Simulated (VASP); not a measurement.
# LaLuN2 (P4/nmm) in VASP: single point with r2SCAN

Aim: the single point of LaLuN2 with r2SCAN.

Everything below comes from runs of VASP 6.6.1. Logs are shortened: lines on timing, memory, paths and dates and some standing lists are left out, and cuts for length are marked.

### 1 Starting point

The structure is tetragonal, space group P4/nmm (No. 129). Conventional cell: a = 3.551 Å, b = 3.551 Å, c = 10.393 Å, α = 90.00°, β = 90.00°, γ = 90.00°. Around La (site symmetry 4mm) lie 5 N at 2.51 to 2.52 Å. Lu (site symmetry 4mm) has 6 N at 2.33 to 2.51 Å as nearest neighbours. N (site symmetry 4mm) is surrounded by 1 Lu at 2.33 Å and 4 La at 2.52 Å. Around N (site symmetry 4mm) lie 5 Lu at 2.33 to 2.51 Å and 1 La at 2.51 Å.

The cell was built by a generator and needn't be a form met in nature.

### 2 Single point, r2SCAN

The input, INCAR:

```
PREC = Accurate
ENCUT = 520
EDIFF = 1E-6
ISMEAR = 0
SIGMA = 0.1
LREAL = False
LASPH = True
NELM = 150
ALGO = Normal
ISIF = 2
LWAVE = False
LCHARG = False
METAGGA = R2SCAN
LMIXTAU = True
NBANDS = 56
KPAR = 4
```

The input, KPOINTS:

```
Automatic mesh
0
Gamma
  8 8 4
```

The input, POSCAR:

```
LaLuN2
1.0
    3.5510000000      0.0000000000      0.0000000000
    0.0000000000      3.5510000000      0.0000000000
    0.0000000000      0.0000000000     10.3934100000
La Lu N
2 2 4
Direct
    0.0000000000      0.5000000000      0.8534900000
    0.5000000000      0.0000000000      0.1465100000
    0.0000000000      0.5000000000      0.3884650000
    0.5000000000      0.0000000000      0.6115350000
    0.5000000000      0.0000000000      0.8356700000
    0.0000000000      0.5000000000      0.6123260000
    0.5000000000      0.0000000000      0.3876740000
    0.0000000000      0.5000000000      0.1643300000
```

Potentials or basis: VASP PAW PBE potentials, release 64 (La, Lu, N).

The run is started by

```console
cat potpaw_PBE.64/La/POTCAR potpaw_PBE.64/Lu/POTCAR potpaw_PBE.64/N/POTCAR > POTCAR
mpirun -np 4 vasp_std > vasp.out
```

OUTCAR:

```text
PREC = Accurate
   ENCUT = 520
   EDIFF = 1E-6
   ISMEAR = 0
   LREAL = False
   LASPH = True
   NELM = 150
   ISIF = 2
   METAGGA = R2SCAN

 ion  position               nearest neighbor table
   1  0.000  0.500  0.853-   6 2.51   5 2.52   5 2.52   5 2.52   5 2.52   4 3.55   4 3.55   4 3.55
                             4 3.55
   2  0.500  0.000  0.147-   7 2.51   8 2.52   8 2.52   8 2.52   8 2.52   3 3.55   3 3.55   3 3.55
                             3 3.55
   3  0.000  0.500  0.388-   6 2.33   8 2.33   7 2.51   7 2.51   7 2.51   7 2.51   4 3.42   4 3.42
                             4 3.42   4 3.42   2 3.55   2 3.55   2 3.55   2 3.55
   4  0.500  0.000  0.612-   7 2.33   5 2.33   6 2.51   6 2.51   6 2.51   6 2.51   3 3.42   3 3.42
                             3 3.42   3 3.42   1 3.55   1 3.55   1 3.55   1 3.55
   5  0.500  0.000  0.836-   4 2.33   1 2.52   1 2.52   1 2.52   1 2.52
   6  0.000  0.500  0.612-   3 2.33   1 2.51   4 2.51   4 2.51   4 2.51   4 2.51
   7  0.500  0.000  0.388-   4 2.33   2 2.51   3 2.51   3 2.51   3 2.51   3 2.51
   8  0.000  0.500  0.164-   3 2.33   2 2.52   2 2.52   2 2.52   2 2.52

  LATTYP: Found a simple tetragonal cell.
 ALAT       =     3.5510000000
 C/A-ratio  =     2.9268966488

  Lattice vectors:

 A1 = (   3.5510000000,   0.0000000000,   0.0000000000)
 A2 = (   0.0000000000,   3.5510000000,   0.0000000000)
 A3 = (   0.0000000000,   0.0000000000,  10.3934100000)

Analysis of symmetry for initial positions (statically):
=====================================================================
 Subroutine PRICEL returns:
 Original cell was already a primitive cell.

 Routine SETGRP: Setting up the symmetry group for a
 simple tetragonal supercell.

 Subroutine GETGRP returns: Found 16 space group operations
 (whereof  8 operations were pure point group operations)
 out of a pool of 16 trial point group operations.

The static configuration has the point symmetry D_2d.
 The point group associated with its full space group is D_4h.

Analysis of symmetry for dynamics (positions and initial velocities):
=====================================================================
 Subroutine PRICEL returns:
 Original cell was already a primitive cell.

 Routine SETGRP: Setting up the symmetry group for a
 simple tetragonal supercell.

 Subroutine GETGRP returns: Found 16 space group operations
 (whereof  8 operations were pure point group operations)
 out of a pool of 16 trial point group operations.

The dynamic configuration has the point symmetry D_2d.
 The point group associated with its full space group is D_4h.

 Subroutine INISYM returns: Found 16 space group operations
 (whereof  8 operations are pure point group operations),
 and found     1 'primitive' translations

----------------------------------------------------------------------------------------

                                     Primitive cell

  volume of cell :     131.0568

  direct lattice vectors                    reciprocal lattice vectors
     3.551000000  0.000000000  0.000000000     0.281610814  0.000000000  0.000000000
     0.000000000  3.551000000  0.000000000     0.000000000  0.281610814  0.000000000
     0.000000000  0.000000000 10.393410000     0.000000000  0.000000000  0.096214813

  length of vectors
     3.551000000  3.551000000 10.393410000     0.281610814  0.281610814  0.096214813

  position of ions in fractional coordinates (direct lattice)
     0.000000000  0.500000000  0.853490000
     0.500000000  0.000000000  0.146510000
     0.000000000  0.500000000  0.388465000
     0.500000000  0.000000000  0.611535000
     0.500000000  0.000000000  0.835670000
     0.000000000  0.500000000  0.612326000
     0.500000000  0.000000000  0.387674000
     0.000000000  0.500000000  0.164330000

  ion indices of the primitive-cell ions
   primitive index   ion index
                 1           1
                 2           2
                 3           3
                 4           4
                 5           5
                 6           6
                 7           7
                 8           8

----------------------------------------------------------------------------------------

 KPOINTS: Automatic mesh

Automatic generation of k-mesh.
 Grid dimensions read from file:
 generate k-points for:    8    8    4

 Generating k-lattice:

  Cartesian coordinates                     Fractional coordinates (reciprocal lattice)
     0.035201352  0.000000000  0.000000000     0.125000000  0.000000000  0.000000000
     0.000000000  0.035201352  0.000000000     0.000000000  0.125000000  0.000000000
     0.000000000  0.000000000  0.024053703     0.000000000  0.000000000  0.250000000

  Length of vectors
     0.035201352  0.035201352  0.024053703

  Shift w.r.t. Gamma in fractional coordinates (k-lattice)
     0.000000000  0.000000000  0.000000000

 Subroutine IBZKPT returns following result:
 ===========================================

 Found     45 irreducible k-points:

 Following reciprocal coordinates:
            Coordinates               Weight
  0.000000  0.000000  0.000000      1.000000
  0.125000  0.000000  0.000000      4.000000
  0.250000  0.000000  0.000000      4.000000
  0.375000  0.000000  0.000000      4.000000
  0.500000  0.000000  0.000000      2.000000
  0.125000  0.125000  0.000000      4.000000
[... 16 lines left out ...]
  0.375000  0.125000  0.250000     16.000000
  0.500000  0.125000  0.250000      8.000000
 [... further k-points ...]
   k-points           NKPTS =     45   k-points in BZ     NKDIM =     45   number of bands    NBANDS=     56
   number of dos      NEDOS =    301   number of ions     NIONS =      8
   total plane-waves  NPLWV =  62720
   dimension x,y,z NGX =    28 NGY =   28 NGZ =   80
   dimension x,y,z NGXF=    56 NGYF=   56 NGZF=  160
   ions per type =               2   2   4
   NGX,Y,Z   is equivalent  to a cutoff of  13.11, 13.11, 12.80 a.u.
   NGXF,Y,Z  is equivalent  to a cutoff of  26.22, 26.22, 25.59 a.u.
 SYSTEM =  unknown system
   PREC   = accura    normal or accurate (medium, high low for compatibility)
   ISTART =      0    job   : 0-new  1-cont  2-samecut
   ICHARG =      2    charge: 1-file 2-atom 10-const
   ISPIN  =      1    spin polarized calculation?
   LNONCOLLINEAR =      F non collinear calculations
   LSORBIT =      F    spin-orbit coupling
   LASPH  =      T    aspherical Exc in radial PAW
   ENCUT  =  520.0 eV  38.22 Ry    6.18 a.u.   6.60  6.60 19.32*2*pi/ulx,y,z
   NELM   =    150;   NELMIN=  2; NELMDL= -5     # of ELM steps
   EDIFF  = 0.1E-05   stopping-criterion for ELM
   LREAL  =      F    real-space projection
   EDIFFG = 0.1E-04   stopping-criterion for IOM
   NSW    =      0    number of steps for IOM
   IBRION =     -1    ionic relax: 0-MD 1-quasi-New 2-CG
   NFREE  =      0    steps in history (QN), initial steepest desc. (CG)
   ISIF   =      2    stress and relaxation
   ISYM   =      2    0-nonsym 1-usesym 2-fastsym
   POTIM  = 0.5000    time-step for ionic-motion
   TEBEG  =    0.0;   TEEND  =   0.0 temperature during run
   PSTRESS=    0.0 pullay stress
   NELECT =      92.0000    total number of electrons
   NUPDOWN=      -1.0000    fix difference up-down
   EMIN   =  10.00;   EMAX   =-10.00  energy-range for DOS
   EFERMI =   0.00;   METHOD = LEGACY
   ISMEAR =     0;   SIGMA  =   0.10  broadening in eV -4-tet -1-fermi 0-gaus
   EFERMI_NEDOS =   21; number of points for ismear=-14 and -15
   IALGO  =     38    algorithm
   IMIX   =      4    mixing-type and parameters
     AMIX     =   0.40;   BMIX     =  1.00
     AMIX_MAG =   1.60;   BMIX_MAG =  1.00
  volume/ion in A,a.u.               =      16.38       110.55
  Fermi-wavevector in a.u.,A,eV,Ry     =   1.454960  2.749475 28.802279  2.116908
  Thomas-Fermi vector in A             =   2.572050
   LORBIT       =      0    0 simple, 1 ext, 2 COOP (PROOUT), +10 PAW based schemes
   METAGGA = R2SCAN    functional components
   LHFCALC =     F    Hartree Fock is set to
   AEXX    =    0.0000 exact exchange contribution
   IVDW    =     0    specifies the selected vdW correction
   LEPSILON=     F    determine dielectric tensor
   LRPA    =     F    only Hartree local field effects (RPA)
 non-spin polarized calculation
 Gauss-broadening in eV      SIGMA  =   0.10
  energy-cutoff  :      520.00
  volume of cell :      131.06
 maximum number of plane-waves:      3575
 NGX is ok and might be reduce to    28
   NGX = 13   NGY = 13   NGZ = 39

 number of electron      92.0000012 magnetization

 Free energy of the ion-electron system (eV)
  ---------------------------------------------------
  ext. energy  EPLUGINS =         0.00000000
  ---------------------------------------------------
  free energy    TOTEN  =      -186.04210000 eV

  energy without entropy =     -186.04160119  energy(sigma->0) =     -186.04185060

 E-fermi :   6.1169     XC(G=0): -12.0035

 val. band max:        6.0149060401   @ k =   0.5000   0.5000   0.5000
 cond. band min:       6.1845098651   @ k =   0.0000   0.0000   0.0000
 fundamental gap:      0.1696038250
 Fermi energy:         6.1168718816

 k-point     1 :       0.0000    0.0000    0.0000
  band No.  band energies     occupation
      1     -50.4242      2.00000
      2     -50.3991      2.00000
      3     -26.3384      2.00000
      4     -26.2522      2.00000
      5     -20.6106      2.00000
      6     -20.4666      2.00000
[... 48 lines left out ...]
     55      10.0085      0.00000
     56      10.2178      0.00000

 k-point     2 :       0.1250    0.0000    0.0000
  band No.  band energies     occupation
      1     -50.4222      2.00000
      2     -50.3990      2.00000
      3     -26.3124      2.00000
      4     -26.2323      2.00000
      5     -20.6143      2.00000
      6     -20.5220      2.00000
[... 48 lines left out ...]
     55      10.2466      0.00000
     56      10.2495      0.00000
[... 1237 lines left out ...]
     55      10.4318      0.00000
     56      10.5254      0.00000

 k-point    24 :       0.5000    0.1250    0.2500
  band No.  band energies     occupation
      1     -50.4032      2.00000
      2     -50.4032      2.00000
      3     -26.1143      2.00000
      4     -26.1143      2.00000
      5     -20.7291      2.00000
      6     -20.7291      2.00000
[... 48 lines left out ...]
     55      10.5388      0.00000
     56      10.5391      0.00000

 [... further k-points ...]
[... 5 lines left out ...]
  --------------------------------------------------------------------------------------
  -------------------------------------------------------------------------------------
  Total       -0.9459088     -0.9459088     -1.2214167      0.0000000      0.0000000      0.0000000
  in kB      -11.5637966    -11.5637966    -14.9318990      0.0000000      0.0000000      0.0000000
  external PRESSURE =     -12.6864974 kB  Pullay stress =       0.0000000 kB

 VOLUME and BASIS-vectors are now :
 -----------------------------------------------------------------------------
  energy-cutoff  :      520.00
  volume of cell :      131.06
      direct lattice vectors                 reciprocal lattice vectors
     3.551000000  0.000000000  0.000000000     0.281610814  0.000000000  0.000000000
     0.000000000  3.551000000  0.000000000     0.000000000  0.281610814  0.000000000
     0.000000000  0.000000000 10.393410000     0.000000000  0.000000000  0.096214813

 POSITION                                       TOTAL-FORCE (eV/Angst)
 -----------------------------------------------------------------------------------
      0.00000      1.77550      8.87067        -0.000000      0.000000      0.016969
      1.77550      0.00000      1.52274        -0.000000      0.000000     -0.016969
      0.00000      1.77550      4.03748        -0.000000      0.000000      0.024327
      1.77550      0.00000      6.35593         0.000000      0.000000     -0.024327
      1.77550      0.00000      8.68546        -0.000000      0.000000     -0.030711
      0.00000      1.77550      6.36416        -0.000000      0.000000     -0.078142
      1.77550      0.00000      4.02925        -0.000000      0.000000      0.078142
      0.00000      1.77550      1.70795        -0.000000     -0.000000      0.030711
 -----------------------------------------------------------------------------------
    total drift:                                0.000000      0.000000     -0.000000

  FREE ENERGIE OF THE ION-ELECTRON SYSTEM (eV)
  ---------------------------------------------------
  free  energy   TOTEN  =      -186.0421000040 eV

  energy  without entropy=     -186.0416011909  energy(sigma->0) =     -186.04185060
```

It took 5.1 min on 4 MPI ranks of Intel Xeon Platinum 8559C (Emerald Rapids), shared host; peak memory 0.46 GiB.

What came out:

```
Free energy            : -186.0421 eV
Pressure               : -1.3 GPa
Largest force          : 0.078 eV/Å
Band gap on the k mesh : 0.17 eV, indirect (least direct gap 0.55 eV)
```

Forces in eV/Å, atoms in the order of the input:
```
La   0.000  0.000  0.017
La   0.000  0.000 -0.017
Lu   0.000  0.000  0.024
Lu   0.000  0.000 -0.024
N    0.000  0.000 -0.031
N    0.000  0.000 -0.078
N    0.000  0.000  0.078
N    0.000  0.000  0.031
```

Levels at points of the mesh, in eV from the valence-band top:
| k point | band 43 | band 44 | band 45 | band 46 | band 47 | band 48 | band 49 | band 50 |
| --- | --- | --- | --- | --- | --- | --- | --- | --- |
| (0.00, 0.00, 0.00) | -0.66 | -0.48 | -0.38 | -0.38 | 0.17 | 0.99 | 1.39 | 2.88 |
| (0.50, 0.00, 0.00) | -2.24 | -2.24 | -1.57 | -1.57 | 3.10 | 3.10 | 3.89 | 3.89 |
| (0.50, 0.50, 0.00) | -0.66 | -0.66 | -0.09 | -0.09 | 0.90 | 0.90 | 2.90 | 2.90 |
| (0.00, 0.00, 0.50) | -0.77 | -0.77 | -0.37 | -0.37 | 0.36 | 0.51 | 1.96 | 2.71 |
| (0.50, 0.00, 0.50) | -2.26 | -2.26 | -1.97 | -1.97 | 3.17 | 3.17 | 3.98 | 3.98 |
| (0.50, 0.50, 0.50) | -0.58 | -0.58 | 0.00 | 0.00 | 1.30 | 1.30 | 1.82 | 1.82 |

Caveat: the PAW data sets were made with another functional, which shifts forces and pressure a little; spin-orbit coupling is left out, which moves the levels of the heavy elements. r2SCAN opens gaps a little over a GGA but as a rule still falls short of measured ones.
